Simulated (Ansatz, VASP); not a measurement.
**TlAu2Cl3 in VASP and in Ansatz**

The input INCAR:

```
ALGO = Normal
EDIFF = 1E-7
ENCUT = 520
GGA = PE
ISIF = 2
ISMEAR = 0
LASPH = T
LCHARG = F
LREAL = F
LWAVE = F
NBANDS = 37
NELM = 100
PREC = Accurate
SIGMA = 0.1
```

KPOINTS

```
k-points
0
Gamma
  3 3 4
```

The input POSCAR:

```
TlAu2Cl3
1.0
    6.5944814500      0.0000000000      0.0000000000
   -3.2972407300      5.7109884600      0.0000000000
    0.0000000000      0.0000000000      3.9805340600
Tl Au Cl
1 2 3
Direct
    0.0000000000      0.0000000000      0.0000000000
    0.3333333300      0.6666666700      0.0000000000
    0.6666666700      0.3333333300      0.0000000000
    0.5000000000      0.0000000000      0.5000000000
    0.5000000000      0.5000000000      0.5000000000
    0.0000000000      0.5000000000      0.5000000000
```

Input for Ansatz:

```yaml
crystal:
  lattice:
    - [6.59448145, 0.0, 0.0]
    - [-3.29724073, 5.71098846, 0.0]
    - [0.0, 0.0, 3.98053406]
  atoms:
    - { symbol: Tl, position: [0.0, 0.0, 0.0] }
    - { symbol: Au, position: [0.33333333, 0.66666667, 0.0] }
    - { symbol: Au, position: [0.66666667, 0.33333333, 0.0] }
    - { symbol: Cl, position: [0.5, 0.0, 0.5] }
    - { symbol: Cl, position: [0.5, 0.5, 0.5] }
    - { symbol: Cl, position: [0.0, 0.5, 0.5] }
basis:
  ecutwfc: 420
kpoints:
  mp_grid: { grid: [3, 3, 4] }
hamiltonian:
  xc: pbe
scf:
  occupations: { method: gaussian, width: 0.1 }
  lower_state_search: "off"
output:
  forces: true
  stress: true
  eigenvalues: true
```

Change from the starting cell: species swapped into the YCo3B2 type (P6/mmm, No. 191).

Alike in both runs: task single point; functional PBE; k mesh 3 × 3 × 4; occupations gaussian, width 0.1 eV; no spin polarisation.

```csv
,VASP,Ansatz
version,VASP 6.6.1,Ansatz 0.2.0
potentials or method,"VASP PAW PBE potentials, release 64 (Tl_d, Au, Cl)","scalar-relativistic, plane waves, PAW"
plane-wave cutoff (eV),520,420
valence electrons in the cell,56,72
```

```tsv
	VASP	Ansatz	Ansatz less VASP
gap on the k mesh at the Fermi level (eV)	none	none	-
pressure (GPa)	0.9	1.0	+0.12
largest component of the traceless stress (GPa)	1.70	1.69	-0.017
```

A gap of «none» marks a metal or a gap that the smearing closes. The two sets of potentials don't hold the same shells in valence.

Caveats: the k mesh is coarse (spacing up to 0.39 Å⁻¹), so the values aren't converged. Spin-orbit coupling is left out, which matters for the levels of Au, Tl.
